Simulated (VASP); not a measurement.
Input of a VASP 6.6.1 run:

File INCAR:

```
SYSTEM = Se3Br
PREC = Accurate
ENCUT = 520
EDIFF = 1E-6
ISMEAR = 0
SIGMA = 0.1
LREAL = .False.
LASPH = .True.
NELM = 100
ALGO = Normal
ISIF = 2
LWAVE = .False.
LCHARG = .False.
GGA = PE
NBANDS = 20
```

File KPOINTS:

```
regular mesh
0
Gamma
  6 6 6
  0 0 0
```

Contents of POSCAR:

```
Se3Br
1.0
   -1.9012420200      1.9012420200      8.4819002200
    1.9012420200     -1.9012420200      8.4819002200
    1.9012420200      1.9012420200     -8.4819002200
Se Br
3 1
Direct
    0.2500000000      0.7500000000      0.5000000000
    0.7500000000      0.2500000000      0.5000000000
    0.5000000000      0.5000000000      0.0000000000
    0.0000000000      0.0000000000      0.0000000000
```

Potentials or basis: VASP PAW PBE potentials, release 64 (Se, Br).

Command:

```sh
$ cat potpaw_PBE.64/Se/POTCAR potpaw_PBE.64/Br/POTCAR > POTCAR
$ mpirun -np 1 vasp_std > vasp.out
```

(1) Estimate the band gap on the k mesh.

(2) What does it give for the pressure?

Results:

(1) none (metal or under the smearing width).

(2) 0.3 GPa.

Caveat: the k mesh is coarse (spacing up to 0.39 Å⁻¹), so the values aren't converged; an odd number of electrons without spin polarisation forces a metal; a magnetic or distorted state may lie lower.
